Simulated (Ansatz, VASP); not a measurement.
## Ru (Ruthenium): VASP beside Ansatz

Wanted: the spread between two codes on one cell, functional and k mesh. The cell is taken from a series of runs on this material, whose earlier steps may have relaxed, scaled, displaced or heated it; both programs get it as it stands.

Calculated with Ansatz 0.2.0; plane waves, with VASP 6.6.1 beside it; zone-centre phonons at LDA.

**1. The starting structure**

Symmetry: P6_3/mmc, No. 194, hexagonal system. The conventional cell has a = 2.656 Å, b = 2.656 Å, c = 4.198 Å, α = 90.00°, β = 90.00°, γ = 120.00°. Ru has 12 Ru at 2.60 to 2.66 Å nearest.

**2. Ansatz: zone-centre phonons, LDA**

Ansatz runs on its PAW soft_1 files.

Second derivatives magnify differences that forces hide, and they need a tight electronic threshold.

input.yaml reads:

```yaml
crystal:
  lattice:
    - [2.6561705828, 0.0, 0.0]
    - [-1.3280852914, 2.3003112015, 0.0]
    - [0.0, 0.0, 4.1980676537]
  atoms:
    - { symbol: Ru, position: [0.3333333333, 0.6666666667, 0.25] }
    - { symbol: Ru, position: [0.6666666667, 0.3333333333, 0.75] }
kpoints:
  mp_grid: { grid: [18, 18, 12] }
hamiltonian:
  xc: lda
  pseudopotentials: { kind: paw, azcp: { folder: soft_1 }, xc_functional: pbe }
scf:
  occupations: { method: methfessel_paxton, width: 0.2 }
output:
  eigenvalues: true
phonons:
  method: dfpt
```

Run with:

```sh
ansatz run input.yaml --threads 4 --pin off --max-ram 10240MiB --backend cpu --events-out ev --progress --plain --runs-dir out
```

Numbers of over 12 decimals in the logs are rounded to 6 here.

Log:

```text
zone centre: on kpoints.mp_grid the ground state, and the responses unless they are solved on pairs of k-points, stand on 637 of the mesh's 3888 k-points, reduced under 4 symmetry operations, with k and −k counted as one. Each operation leaves every solved displacement unchanged or reverses it
Engine: ansatz 0.2.0, x86_64-unknown-linux-gnu
Pseudopotentials: kind: paw
Pseudopotential: Ru, paw, valence charge 16, recommended cutoff 420 eV (normal), soft_1/Ru.paw.azcp
Functional definition: SPW92
  exchange = slater_x
  correlation = pw_c
Crystal: 2 atoms, lattice volume = 25.650 Å³
Basis set: ecut = 420 eV, 525 PW (Γ), exchange–correlation on 36×36×60 points (8 copies of the dense FFT grid, shifted against one another)
Bands: 20, of which v1, the nominal top of the filled ones, is band 16 counted from 1 (15 counted from 0)
Symmetry: 24 space group operations
k-points: 637 of 3888 (irreducible under 4 space group operations, time reversal used)
Non-local potential: Ru, projectors of the file, l = 0: 3, l = 1: 2, l = 2: 2, l = 3: 1
PAW form: soft (Blöchl's): semilocal exchange-correlation on the pseudo side does not see the compensation charge
PAW frozen core: Ru, regenerated for the run's functional, and the local potential with it (the file was generated under x = pbe(κ = 0.804, μ = 0.219515), c = pbe(β = 0.066725))
PAW one-centre angular grid: Ru, 590 points (default); XC on 64 Gauss nodes
Initial density: superposition of atomic densities (chi_scale 0.1, normalization cell)
Initial wavefunctions: pseudopotential atomic-orbital guess
Functional: x = slater, c = lda
SCF iter   1: F=—  HF=-11518.095479 eV  |F-HF|=—  |Δ(HF+E_count)|=         —  Δρ=1.31e-1  dr2=4.07e0  ethr=3.10e-3  ⟨swp⟩=5.0  Hψ=112360  notcnv=0  defer=62
automatic band count: the SCF goes on with 24 bands, as 20 were too few: they end inside the smearing window of the response
preconditioner: auto → none  [metal: Δε(μ)=0.036 eV  Ē_g=12.125 eV  σ=0.200 eV  W_gap=0.15  n_scr=8 (ndim 8)  ℏωp=29.3 eV  f_vac=0.000  D(μ)=1.42/eV (n_scr^D=22)  sad-step TF]
SCF iter   2: F=—  HF=-11517.096213 eV  |F-HF|=—  |Δ(HF+E_count)|=   9.99e-1  S|Δr|=    0.00e0  Δρ=7.37e-2  dr2=1.27e0  ethr=3.10e-3  ⟨swp⟩=2.8  Hψ=29161  notcnv=0  defer=1833
SCF iter   3: F=—  HF=-11516.651485 eV  |F-HF|=—  |Δ(HF+E_count)|=   4.45e-1  S|Δr|=    0.00e0  Δρ=3.58e-3  dr2=1.54e-3  ethr=3.10e-3  ⟨swp⟩=2.0  Hψ=21686  notcnv=0  defer=1833
SCF iter   4: F=—  HF=-11516.652003 eV  |F-HF|=—  |Δ(HF+E_count)|=   5.17e-4  S|Δr|=    0.00e0  Δρ=3.63e-4  dr2=7.95e-6  ethr=4.81e-6  ⟨swp⟩=2.3  Hψ=29293  notcnv=0  defer=1707
SCF iter   5: F=—  HF=-11516.652016 eV  |F-HF|=—  |Δ(HF+E_count)|=   1.34e-5  S|Δr|=    0.00e0  Δρ=1.07e-4  dr2=1.91e-6  ethr=2.48e-8  ⟨swp⟩=2.3  Hψ=22968  notcnv=0  defer=1707
SCF iter   6: F=—  HF=-11516.652015 eV  |F-HF|=—  |Δ(HF+E_count)|=   7.32e-7  S|Δr|=    0.00e0  Δρ=2.41e-5  dr2=7.43e-8  ethr=5.96e-9  ⟨swp⟩=2.0  Hψ=21430  notcnv=0  defer=1707
SCF iter   7: F=—  HF=-11516.652015 eV  |F-HF|=—  |Δ(HF+E_count)|=   3.24e-8  S|Δr|=    0.00e0  Δρ=2.33e-6  dr2=1.03e-9  ethr=2.32e-10  ⟨swp⟩=2.5  Hψ=23921  notcnv=0  defer=1707
SCF iter   8: F=-11516.652015 eV  HF=-11516.652015 eV  |F-HF|=3.64e-12  |Δ(HF+E_count)|=  1.36e-10  S|Δr|=    0.00e0  Δρ=1.36e-7  dr2=3.25e-12  ethr=1.00e-12  ⟨swp⟩=9.1  Hψ=89495  notcnv=0
SCF 1 converged in 8 iterations: F = -11516.652015 eV  dr2 = 3.25e-12
  greatest PAW one-centre occupation: 1.000 electrons in one spin orbital (limit 2), on the Ru atom at site 1 (counted from 0), in its partial waves of l = 0
DFPT response loops at Γ: preconditioner auto → Kerker (q_TF=auto, 2.831 Å⁻¹) (partly filled bands, converged f_vac=0.000); β = 1.00, the filter's whole step (`scf.mixing.beta` (0.50) is not read by the response loops under this deck's `scf.mixing.preconditioner`; to damp them name `kerker` or `kerker_dos`, under which they read `scf.mixing.beta`, and type it under 1.00, their step now; both keys bind the ground state too); Broyden in place of MSR1
SCF converged after 8 iterations
Stability not checked: this state was not tested for a lower state beside it, because cold or Methfessel-Paxton smearing, or corrected tetrahedra, fill the levels in a way that the test cannot read (fill_not_monotonic; see scf.lower_state_search)
Free energy (F): -11516.652015 eV
Harris-Foulkes:  -11516.652015 eV  (|F-HF|=3.64e-12)
Internal energy: -11516.652648 eV  (E = F + TS)
E sigma→0 (E₀):  -11516.652174 eV
Entropy (-TS):   0.000633 eV (0.316 meV/atom)
Fermi energy:    24.692830 eV
Step filling:    the computed levels leave a gap of 0.0000 eV = 0.0 smearing widths at the electron count; against every level under it full and every level over it empty, smearing changes F+E_penalty+E_count by +0.447 meV and its σ→0 estimate by +0.289 meV
--- Per-component energies (eV) ---
  E_band       = -72.826551
  E_kinetic    = 925.911150
  E_local      = -2431.063979  (includes V_loc(G=0)·N_el)
  E_nonlocal   = 836.234298
  E_hartree    = 803.350092
  E_xc         = -340.508592
  E_vxc        = -432.215572  (∫ρ·V_xc dr)
  E_paw        = -6764.026793  (= ΣΔE_a)
  E_vpaw       = -578.393827  (= ΣTr[D̂ρ^β])
  E_aug_tail   = 0.001089  (compensation charges beyond the density's cutoff)
  E_ewald      = -4547.693282
  E_core_change = 1.143369  (= ΣΔE_core)
  E_smearing   = 0.000633  (= −TS)
  E_closure    = -0.000000  (closes the sum)
  Σ components = -11516.652015   (vs F -11516.652015, Δ=0.00e0)
--- Band table (eV; the first three rows and the last of 637) ---
  k-point 0: bands = [... 12 lower, 22.0471, 22.5932, 22.5932, 23.1579, 23.1579, 25.9873, 25.9873, 26.0549, ... 4 higher]
  k-point 1: bands = [... 12 lower, 22.0040, 22.5411, 22.5411, 23.2807, 23.2807, 25.7771, 25.9954, 25.9954, ... 4 higher]
  k-point 2: bands = [... 12 lower, 21.8851, 22.3999, 22.3999, 23.5909, 23.5909, 25.0615, 26.0016, 26.0016, ... 4 higher]
  k-point 636: bands = [... 12 lower, 21.8444, 21.8444, 23.2186, 23.2186, 26.5062, 26.5062, 30.1033, 30.1033, ... 4 higher]
--- Phonons (Γ-DFPT): 2 representative perturbations + reference, on 637 of 3888 k-points (Σ response iterations 6) ---
  k mesh reduced under 4 symmetry operations, with k and −k counted as one. Each operation leaves every solved displacement unchanged or reverses it
  ASR residual: 9.523e-5 → 0.000e0 eV/Å²; symmetrization residual: 5.453e-13 eV/Å²
  ASR residual per site (eV/Å²): 9.52e-5 9.52e-5
  Γ frequencies (cm⁻¹): 0.00 0.00 0.00 217.81 217.81 292.48
  non-analytic LO–TO correction: not included (Born effective charges unavailable; polar crystals: no LO–TO splitting at Γ)
```

In the SCF lines HF is the Harris–Foulkes energy and dr2 the Hartree energy of the density residual, in eV; the loop may stop once dr2 is under the threshold and the program's other checks hold. Hψ counts applications of the Hamiltonian.

**3. VASP: zone-centre phonons, LDA**

The same cell, functional (in two slightly different forms), mesh and smearing now go to VASP, with its own data sets.

Lines of VASP's logs that name or quote its potential files are left out, and so is its time.

INCAR reads:

```
SYSTEM = Ru
PREC = Accurate
ENCUT = 500
EDIFF = 1E-08
NELM = 120
ISMEAR = 1
SIGMA = 0.2
LREAL = .FALSE.
ALGO = Normal
GGA = CA
NBANDS = 20
LASPH = .TRUE.
LORBIT = 11
LWAVE = .FALSE.
LCHARG = .FALSE.
ISIF = 2
IBRION = 8
GGA_COMPAT = .FALSE.
KPAR = 2
```

POSCAR reads:

```
Ru
1.0
    2.6561705828      0.0000000000      0.0000000000
   -1.3280852914      2.3003112015      0.0000000000
    0.0000000000      0.0000000000      4.1980676537
Ru
2
Direct
    0.3333333333      0.6666666667      0.2500000000
    0.6666666667      0.3333333333      0.7500000000
```

KPOINTS reads:

```
Automatic mesh
0
Gamma
18 18 12
0 0 0
```

Potentials, in the order of the species: Ru_pv (LDA family, release 64).

Run with:

```sh
mpirun -np 2 vasp_std
```

Log:

```text
[banner, memory and clock lines left out]
running    2 mpi-ranks, on    1 nodes
 distrk:  each k-point on    1 cores,    2 groups
 distr:  one band on    1 cores,    1 groups

 POSCAR found type information on POSCAR Ru
 POSCAR found :  1 types and       2 ions
 LDA part: xc-table for (Slater(with rela. corr.)+CA(PZ))
 , standard interpolation
 POSCAR, INCAR and KPOINTS ok, starting setup
 FFT: planning ... GRIDC
 FFT: planning ... GRID_SOFT
 FFT: planning ... GRID
 WAVECAR not read
 entering main loop
       N       E                     dE             d eps       ncg     rms          rms(c)
DAV:   1     0.283646637697E+03    0.28365E+03   -0.17366E+04 10380   0.153E+03
DAV:   2    -0.167314891592E+02   -0.30038E+03   -0.29186E+03 10640   0.460E+02
DAV:   3    -0.227487679534E+02   -0.60173E+01   -0.59649E+01 11872   0.728E+01
DAV:   4    -0.227967838276E+02   -0.48016E-01   -0.47960E-01 13260   0.613E+00
DAV:   5    -0.227974727908E+02   -0.68896E-03   -0.68630E-03 11604   0.642E-01    0.211E+01
DAV:   6    -0.214797339091E+02    0.13177E+01   -0.30028E+00 12008   0.172E+01    0.616E+00
DAV:   7    -0.213864104659E+02    0.93323E-01   -0.55379E-01 11672   0.542E+00    0.121E+00
DAV:   8    -0.213753498288E+02    0.11061E-01   -0.26355E-02 11660   0.155E+00    0.319E-01
DAV:   9    -0.213750027856E+02    0.34704E-03   -0.63855E-04 11800   0.269E-01    0.300E-02
DAV:  10    -0.213750226395E+02   -0.19854E-04   -0.86125E-05 11600   0.958E-02    0.222E-02
DAV:  11    -0.213750197953E+02    0.28442E-05   -0.16217E-05 11528   0.398E-02    0.107E-03
DAV:  12    -0.213750197802E+02    0.15128E-07   -0.21769E-07 11928   0.432E-03    0.121E-03
DAV:  13    -0.213750197866E+02   -0.64042E-08   -0.49570E-09  7416   0.704E-04
   1 F= -.21375020E+02 E0= -.21375221E+02  d E =0.604057E-03
 Linear response reoptimize wavefunctions to high precision
DAV:   1    -0.213750197872E+02   -0.57526E-09   -0.26402E-10  6904   0.171E-04
DAV:   2    -0.213750197872E+02   -0.63665E-11   -0.20890E-11  6576   0.440E-05
 Linear response DOF=           2
 Linear response progress:
  Degree of freedom:   1/  2
       N       E                     dE             d eps       ncg     rms          rms(c)
RMM:   1    -0.502216385216E+00   -0.50222E+00    0.33127E+00 46339   0.593E+01
RMM:   2    -0.604200684493E+00   -0.10198E+00   -0.11572E-01 63515   0.287E+00    0.145E-01
RMM:   3    -0.602936443666E+00    0.12642E-02   -0.33885E-03 72426   0.498E-01    0.648E-02
RMM:   4    -0.601752861895E+00    0.11836E-02   -0.44637E-04 72605   0.169E-01    0.242E-02
RMM:   5    -0.601576191726E+00    0.17667E-03   -0.54052E-05 88808   0.431E-02    0.979E-03
RMM:   6    -0.601494503401E+00    0.81688E-04   -0.36458E-05 77450   0.122E-02    0.449E-03
RMM:   7    -0.601492639936E+00    0.18635E-05   -0.29872E-05 78233   0.648E-03    0.731E-04
RMM:   8    -0.601512657793E+00   -0.20018E-04   -0.19787E-05 93350   0.230E-03    0.329E-04
RMM:   9    -0.601519894096E+00   -0.72363E-05   -0.11066E-05 85407   0.103E-03    0.616E-05
RMM:  10    -0.601520287451E+00   -0.39335E-06   -0.69634E-06 98550   0.579E-04    0.193E-05
RMM:  11    -0.601520594365E+00   -0.30691E-06   -0.36168E-06 84098   0.378E-04    0.796E-06
RMM:  12    -0.601520584682E+00    0.96827E-08   -0.22409E-06 94058   0.284E-04    0.382E-06
RMM:  13    -0.601520568499E+00    0.16183E-07   -0.14856E-06 95734   0.235E-04    0.128E-06
RMM:  14    -0.601520588767E+00   -0.20268E-07   -0.10070E-06 89949   0.210E-04    0.690E-07
RMM:  15    -0.601520601211E+00   -0.12444E-07   -0.63098E-07 90703   0.195E-04    0.202E-07
RMM:  16    -0.601520591275E+00    0.99363E-08   -0.34659E-07 70572   0.186E-04    0.242E-07
RMM:  17    -0.601520609464E+00   -0.18189E-07   -0.31058E-07 74717   0.181E-04    0.798E-08
 first order change of Fermi-energy  -0.19557E-05
 force on displaced ion       1 direction 1 :  -8.847   0.001   0.000
 Linear response progress:
  Degree of freedom:   2/  2
       N       E                     dE             d eps       ncg     rms          rms(c)
RMM:   1    -0.620877787159E+00   -0.62088E+00    0.38698E+00 15965   0.601E+01
RMM:   2    -0.735732420288E+00   -0.11485E+00   -0.13189E-01 22014   0.301E+00    0.145E-01
RMM:   3    -0.735677378241E+00    0.55042E-04   -0.22887E-03 25090   0.471E-01    0.729E-02
RMM:   4    -0.735058524426E+00    0.61885E-03   -0.47730E-04 24641   0.163E-01    0.213E-02
RMM:   5    -0.734915756994E+00    0.14277E-03    0.64465E-05 29539   0.511E-02    0.133E-02
RMM:   6    -0.734840214281E+00    0.75543E-04   -0.12134E-05 26908   0.154E-02    0.756E-03
RMM:   7    -0.734821638659E+00    0.18576E-04   -0.42869E-05 25875   0.915E-03    0.288E-03
RMM:   8    -0.734816066214E+00    0.55724E-05   -0.29563E-05 26906   0.409E-03    0.667E-04
RMM:   9    -0.734822532183E+00   -0.64660E-05   -0.14319E-05 27949   0.202E-03    0.113E-04
RMM:  10    -0.734823804965E+00   -0.12728E-05   -0.10599E-05 30529   0.966E-04    0.570E-05
RMM:  11    -0.734824517184E+00   -0.71222E-06   -0.65612E-06 30204   0.457E-04    0.121E-05
RMM:  12    -0.734824642598E+00   -0.12541E-06   -0.64315E-06 29857   0.326E-04    0.620E-06
RMM:  13    -0.734824588384E+00    0.54214E-07   -0.40905E-06 30492   0.262E-04    0.144E-06
RMM:  14    -0.734824503938E+00    0.84446E-07   -0.26944E-06 33121   0.223E-04    0.947E-07
[...]
RMM:  19    -0.734824403890E+00    0.13375E-07   -0.64190E-07 19692   0.179E-04    0.347E-07
RMM:  20    -0.734824392118E+00    0.11771E-07   -0.49577E-07 18162   0.177E-04    0.457E-07
RMM:  21    -0.734824381970E+00    0.10149E-07   -0.40550E-07 17738   0.176E-04    0.584E-07
RMM:  22    -0.734824377500E+00    0.44694E-08   -0.32924E-07 17422   0.175E-04    0.592E-07
RMM:  23    -0.734824370639E+00    0.68613E-08   -0.28127E-07 17616   0.175E-04    0.726E-07
RMM:  24    -0.734824368648E+00    0.19907E-08   -0.24195E-07 17077   0.174E-04    0.717E-07
RMM:  25    -0.734824364952E+00    0.36964E-08   -0.22033E-07 16975   0.174E-04    0.773E-07
RMM:  26    -0.734824367646E+00   -0.26938E-08   -0.20430E-07 16895   0.174E-04    0.654E-07
 first order change of Fermi-energy   0.88370E-04
 force on displaced ion       1 direction 3 :  -0.000  -0.000 -16.222
 Linear response finished
```

[end of part 1 of 2]

[Lines on the potential files, build, host, timing and source positions are cut from VASP's logs without a mark.]

[Logs are printed without paths, hosts, clocks, repeated set-up lines and the standing remarks that a program may print on its own settings, such as how far it seeks lower states.]

[Hosts, paths, dates, database ids (printed as entryN), source tags and the programs' standing remarks are cut or masked in the printed files.]
